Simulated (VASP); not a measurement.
Computed with r2SCAN+rVV10, VASP's PBE PAW potentials (set 64) (plane waves; VASP 6.6.1).

VASP input:

INCAR:
```
SYSTEM = Re
PREC = Accurate
ENCUT = 520
EDIFF = 1E-6
NELM = 100
ALGO = Normal
LREAL = .FALSE.
LASPH = .TRUE.
ISMEAR = 1
SIGMA = 0.1
METAGGA = R2SCAN
LUSE_VDW = .TRUE.
BPARAM = 11.95
CPARAM = 0.0093
LMIXTAU = .TRUE.
LMAXMIX = 6
LWAVE = .FALSE.
LCHARG = .FALSE.
IBRION = 2
ISIF = 3
NSW = 60
EDIFFG = -0.01
```

### KPOINTS
```
Regular mesh
0
gamma
14 14 8
0 0 0
```

### POSCAR
```
Re
1
    1.3800000000    -2.3902300000     0.0000000000
    1.3800000000     2.3902300000     0.0000000000
    0.0000000000     0.0000000000     4.4600000000
Re
2
Direct
  0.3333330000   0.6666670000   0.2500000000
  0.6666670000   0.3333330000   0.7500000000
```

POTCAR, in this order: Re (PBE.64 set). Program: vasp_std.

Output of the run:

OSZICAR:
```
       N       E                     dE             d eps       ncg     rms          rms(c)
DAV:   1    -0.478043399780E+02   -0.47804E+02   -0.73356E+03  4703   0.166E+03
DAV:   2    -0.984547669040E+02   -0.50650E+02   -0.42917E+02  4113   0.324E+02
DAV:   3    -0.105537494261E+03   -0.70827E+01   -0.57115E+01  4428   0.282E+02
DAV:   4    -0.105927968841E+03   -0.39047E+00   -0.34341E+00  4842   0.300E+01
DAV:   5    -0.105941571298E+03   -0.13602E-01   -0.12735E-01  4633   0.359E+00    0.361E+01
DAV:   6    -0.105021586197E+03    0.91999E+00   -0.36203E-01  4921   0.121E+01    0.194E+01
DAV:   7    -0.103715013058E+03    0.13066E+01   -0.30317E+00  4758   0.540E+01    0.927E+00
DAV:   8    -0.104695696247E+03   -0.98068E+00   -0.11949E+00  4787   0.294E+01    0.198E+00
DAV:   9    -0.104698672697E+03   -0.29764E-02   -0.16197E-02  4820   0.323E+00    0.778E-01
DAV:  10    -0.104683002406E+03    0.15670E-01   -0.73779E-03  5063   0.155E+00    0.110E+00
DAV:  11    -0.104697028057E+03   -0.14026E-01   -0.37201E-03  4838   0.218E+00    0.277E-02
DAV:  12    -0.104697173066E+03   -0.14501E-03   -0.88424E-05  4910   0.209E-01    0.101E-01
DAV:  13    -0.104697210017E+03   -0.36951E-04   -0.73782E-05  4409   0.399E-01    0.371E-02
DAV:  14    -0.104697234820E+03   -0.24803E-04   -0.93944E-06  3942   0.602E-02    0.328E-03
DAV:  15    -0.104697239335E+03   -0.45154E-05   -0.13023E-06  2064   0.250E-02    0.314E-03
DAV:  16    -0.104697239470E+03   -0.13436E-06   -0.48537E-07  1994   0.347E-02
   1 F= -.10469724E+03 E0= -.10469748E+03  d E =-.104697E+03
       N       E                     dE             d eps       ncg     rms          rms(c)
DAV:   1    -0.104691921604E+03    0.53177E-02   -0.21118E+00  2726   0.932E+01    0.388E+00
DAV:   2    -0.104687997838E+03    0.39238E-02   -0.22330E-02  4347   0.540E+00    0.155E+00
DAV:   3    -0.104684725824E+03    0.32720E-02   -0.68052E-03  4800   0.261E+00    0.774E-02
DAV:   4    -0.104684746104E+03   -0.20280E-04   -0.39343E-04  4666   0.286E-01    0.643E-02
DAV:   5    -0.104684794520E+03   -0.48416E-04   -0.15437E-04  4924   0.242E-01    0.426E-02
DAV:   6    -0.104684857317E+03   -0.62797E-04   -0.34982E-05  4178   0.754E-02    0.486E-03
DAV:   7    -0.104684857102E+03    0.21483E-06   -0.16051E-06  2375   0.341E-02
   2 F= -.10468486E+03 E0= -.10468510E+03  d E =0.123824E-01
       N       E                     dE             d eps       ncg     rms          rms(c)
DAV:   1    -0.104702856310E+03   -0.17999E-01   -0.12015E+00  2992   0.676E+01    0.300E+00
DAV:   2    -0.104700051656E+03    0.28047E-02   -0.13701E-02  4354   0.415E+00    0.126E+00
DAV:   3    -0.104697930871E+03    0.21208E-02   -0.46605E-03  4815   0.212E+00    0.611E-02
DAV:   4    -0.104697975246E+03   -0.44375E-04   -0.25441E-04  4484   0.209E-01    0.428E-02
DAV:   5    -0.104698023031E+03   -0.47785E-04   -0.80886E-05  4783   0.152E-01    0.198E-02
DAV:   6    -0.104698052687E+03   -0.29657E-04   -0.21152E-05  4056   0.656E-02    0.339E-03
DAV:   7    -0.104698052695E+03   -0.78126E-08   -0.84796E-07  1904   0.271E-02
   3 F= -.10469805E+03 E0= -.10469829E+03  d E =-.813226E-03
       N       E                     dE             d eps       ncg     rms          rms(c)
DAV:   1    -0.104698054886E+03   -0.21989E-05   -0.33589E-05  3283   0.351E-01    0.194E-02
DAV:   2    -0.104698054715E+03    0.17137E-06   -0.11846E-07  1581   0.185E-02
   4 F= -.10469805E+03 E0= -.10469830E+03  d E =-.815245E-03
       N       E                     dE             d eps       ncg     rms          rms(c)
DAV:   1    -0.104698355209E+03   -0.30032E-03   -0.34817E-02  3960   0.727E+00    0.134E-01
DAV:   2    -0.104698075702E+03    0.27951E-03   -0.39549E-04  4905   0.305E-01    0.663E-02
DAV:   3    -0.104698040825E+03    0.34877E-04   -0.86007E-05  4360   0.135E-01    0.120E-02
DAV:   4    -0.104698059961E+03   -0.19136E-04   -0.24106E-05  4523   0.803E-02    0.765E-03
DAV:   5    -0.104698062616E+03   -0.26547E-05   -0.24545E-06  1936   0.547E-02    0.421E-03
DAV:   6    -0.104698062982E+03   -0.36589E-06   -0.57194E-07  1608   0.340E-02
   5 F= -.10469806E+03 E0= -.10469828E+03  d E =-.826710E-05
       N       E                     dE             d eps       ncg     rms          rms(c)
DAV:   1    -0.104698198715E+03   -0.13610E-03   -0.84109E-03  3963   0.359E+00    0.643E-02
DAV:   2    -0.104698132161E+03    0.66555E-04   -0.96374E-05  4946   0.152E-01    0.319E-02
DAV:   3    -0.104698126243E+03    0.59179E-05   -0.19593E-05  4211   0.626E-02    0.586E-03
DAV:   4    -0.104698130356E+03   -0.41132E-05   -0.33565E-06  2285   0.433E-02    0.518E-03
DAV:   5    -0.104698131691E+03   -0.13348E-05   -0.56106E-07  1545   0.454E-02    0.361E-03
DAV:   6    -0.104698131603E+03    0.87803E-07   -0.52895E-07  1611   0.115E-02
   6 F= -.10469813E+03 E0= -.10469836E+03  d E =-.768882E-04
```

### OUTCAR
```
------------------------ aborting loop because EDIFF is reached ----------------------------------------
  FORCE on cell =-STRESS in cart. coord.  units (eV):
  Direction    XX          YY          ZZ          XY          YZ          ZX
  --------------------------------------------------------------------------------------
  Total       -0.0046596     -0.0046596      0.0019057      0.0000000     -0.0000000      0.0000000
  in kB       -0.2547866     -0.2547865      0.1042024      0.0000000     -0.0000000      0.0000000
  external PRESSURE =      -0.1351236 kB  Pullay stress =       0.0000000 kB
  volume of cell :       29.30
      direct lattice vectors                 reciprocal lattice vectors
     1.376847307 -2.384769376  0.000000000     0.363148475 -0.209663880 -0.000000000
     1.376847307  2.384769376 -0.000000000     0.363148475  0.209663880 -0.000000000
     0.000000000  0.000000000  4.461916668     0.000000000  0.000000000  0.224118932
 POSITION                                       TOTAL-FORCE (eV/Angst)
 -----------------------------------------------------------------------------------
      1.37685      0.79492      1.11548        -0.000000     -0.000000      0.000000
      1.37685     -0.79492      3.34644         0.000000      0.000000      0.000000
 -----------------------------------------------------------------------------------
    total drift:                                0.000000      0.000009     -0.000017
  FREE ENERGIE OF THE ION-ELECTRON SYSTEM (eV)
  ---------------------------------------------------
  free  energy   TOTEN  =      -104.6981316031 eV

  energy  without entropy=     -104.6988159152  energy(sigma->0) =     -104.69835971

 reached required accuracy - stopping structural energy minimisation
```
(Selected blocks of OUTCAR.)

**CONTCAR**
```
Re
   1.00000000000000
     1.3768473065921929   -2.3847693756209987    0.0000000000000000
     1.3768473065921929    2.3847693756209987   -0.0000000000000000
     0.0000000000000000    0.0000000000000000    4.4619166681337399
  Re
     2
Direct
     0.3333330000000032    0.6666669999999968    0.2500000000000000
     0.6666669999999968    0.3333330000000032    0.7500000000000000
```

The compound is Re in the hcp structure. This run relaxes it. Symmetry was kept, so distortions that lower it aren't found.
